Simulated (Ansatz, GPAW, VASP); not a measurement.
**One calculation of Ge2Sb2Te5, 3 ways**

```xyz
9
Lattice="6.8391 -3.0660 0.0000 6.8391 3.0660 0.0000 -6.8310 0.0000 6.8476" Properties=species:S:1:pos:R:3 pbc="T T T"
Te    5.4948    0.0000    2.6461
Te    9.5385    0.0000    1.3429
Te    0.0699    0.0000    0.0441
Te   -2.7069    0.0000    5.5452
Te    1.3918    0.0000    4.0888
Sb    8.3181    0.0000    4.0255
Sb   -1.3207    0.0000    2.8579
Ge    2.6055    0.0000    1.2862
Ge    6.7274    0.0000    0.0756
```

The cell comes from a database or a generator and needn't be the stable form of this composition.

Alike in all runs: task band structure; functional LDA; k mesh 4 × 4 × 3; occupations fermi-dirac, width 0.05 eV; no spin polarisation; no spin-orbit coupling. LDA stands for any of its common fits. Pressure is positive in compression and, in plane waves, holds the error of the finite cutoff, which Ansatz's Pulay term estimates and takes out. Gaps are the smaller of the mesh's and the band path's.

| program and potentials | plane-wave cutoff (eV) | notes | band gap (eV) | pressure (GPa) | largest force (eV/Å) |
| --- | --- | --- | --- | --- | --- |
| Ansatz, Ansatz PAW | 420 | potentials made for PBE, which Ansatz adapts in part; 15.33 valence electrons an atom on average; Pulay term of +0.03 GPa included | 0.07 | -3.55 | 0.199 |
| GPAW, the program's PAW data sets (release 1.2.1) made for this functional | 600 | 7.56 valence electrons an atom on average | 0.07 | -3.85 | 0.200 |
| VASP, LDA PAW files Ge_d, Sb, Te, 520 eV | 520 | 7.56 valence electrons an atom on average | 0.07 | -3.47 | 0.185 |

Force on atom 8 (Ge), eV/Å:

| program and potentials | x | y | z |
| --- | --- | --- | --- |
| Ansatz, Ansatz PAW | -0.199 | 0.000 | -0.005 |
| GPAW, the program's PAW data sets (release 1.2.1) made for this functional | -0.199 | 0.000 | -0.010 |
| VASP, LDA PAW files Ge_d, Sb, Te, 520 eV | -0.185 | 0.000 | -0.003 |

All agree on the band gap. The pressure spans -3.85 (GPAW, the program's PAW data sets (release 1.2.1) made for this functional) to -3.47 GPa (VASP, LDA PAW files Ge_d, Sb, Te, 520 eV). Spin-orbit coupling, left out here, moves the band edges of heavy atoms.

The functional is the same throughout but for its coding, so the spread measures potentials, basis and numerics; runs on potential files found faulty are left out.

The three calculations describe nearly the same electronic structure, with a gap of 0.07 eV, but this agreement doesn't make the gap physically accurate. Crystalline Ge2Sb2Te5 is known as a narrow-gap semiconductor with a distinctly larger gap; the local functional's usual underestimate is a likely cause, though the atomic ordering of this cell may also contribute. The band edges are expected to derive mainly from Te p states and the p states of Ge and Sb, making them sensitive to bond lengths and off-centring.

The negative pressures show that the cell is stretched relative to its LDA equilibrium, as expected if it came from experiment or a less strongly binding functional. The force on Ge points largely towards its nearest Te, suggesting that the stretched lattice favours a stronger Peierls-like alternation of short and long bonds. Valence count alone doesn't explain the pressure spread, since GPAW and VASP share the same count yet lie at its extremes. The gap at the relaxed LDA geometry remains undetermined.
